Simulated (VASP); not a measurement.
Input:

```xyz
2
Lattice="1.2451 -2.1566 0.0000 1.2451 2.1566 0.0000 0.0000 0.0000 4.0232" Properties=species:S:1:pos:R:3 pbc="T T T"
Co     1.2451     0.7189     1.0058
Co     1.2451    -0.7189     3.0174
```
Starting moments (μB, in the order of the record's atoms Co Co): 1.6 1.6.

Computed with PBE GGA, VASP's PBE PAW potentials (set 64) (plane waves; VASP). Settings: 480 eV cut-off, 16×16×8 Γ-centred mesh, first-order Methfessel-Paxton smearing of 0.10 eV, potentials Co.

Energy and stress use the plane-wave basis of the starting cell.

**Question.** The ions, cell shape and volume at an external pressure of 10.0 GPa are relaxed. Predict the relaxed structure.

**Answer.** 
```xyz
2
Lattice="1.2276 -2.1263 0.0000 1.2276 2.1263 0.0000 0.0000 0.0000 3.9682" Properties=species:S:1:pos:R:3 pbc="T T T"
Co     1.2276     0.7088     0.9920
Co     1.2276    -0.7088     2.9761
```
Space group P6_3/mmc (194), at a tolerance of 0.03 Å. The cell ends with 3.12 μB, on the sites 1.57 1.57 μB.

**Question.** How do energy and volume change from the first to the last step?

**Answer.** The energy (σ→0) changes by +13.1 meV/atom and the volume by -4.1 %, in 4 ionic steps.

The compound is Co in the hcp structure. This run relaxes it under an external pressure of 10 GPa. Symmetry was kept, so distortions that lower it aren't found.
